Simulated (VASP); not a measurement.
Given:

```xyz
3
Lattice="2.1414 -3.7091 0.0000 2.1414 3.7091 0.0000 0.0000 0.0000 8.2008" Properties=species:S:1:pos:R:3 pbc="T T T"
Mg     0.0000     0.0000     0.0000
I      2.1414     1.2364     1.6763
I      2.1414    -1.2364     6.5245
```

These are RPBE GGA, VASP's PBE PAW potentials (set 64) (plane waves; VASP) values and carry that method's errors. Numerical set-up: 520 eV cut-off, Gaussian smearing of 0.050 eV, potentials Mg I.

Without a dispersion term in the relaxation, distances and binding between the weakly bound layers, chains or molecules are unreliable, and so is what depends on them. Unless said otherwise, spin-orbit coupling is left out, though it shifts the bands of the heavy elements here.

Task: Give the energies of bands 3 to 11 at the high-symmetry points, in eV from the valence-band maximum.

Result: 
```
band      Γ      M      K      A      L      H
----  -----  -----  -----  -----  -----  -----
3     -2.70  -3.09  -2.79  -2.54  -3.10  -2.78
4     -0.27  -2.44  -2.07  -0.59  -2.49  -2.12
5     -0.27  -1.16  -2.07  -0.26  -1.04  -2.12
6     -0.24  -1.05  -1.58  -0.26  -1.04  -1.62
7      0.00  -0.51  -0.60  -0.01  -0.51  -0.50
8      0.00  -0.34  -0.60  -0.01  -0.36  -0.50
9      3.78   3.77   4.39   4.27   3.73   4.59
10     5.01   5.60   7.04   4.99   5.62   6.35
11     6.70   6.04   7.04   6.67   5.99   6.35
```

The gap is indirect, 3.73 eV, from the valence maximum at Γ to the conduction minimum at L.

The compound is MgI2 in the 1T layered structure. It was relaxed first, which changed the volume by +27 %.
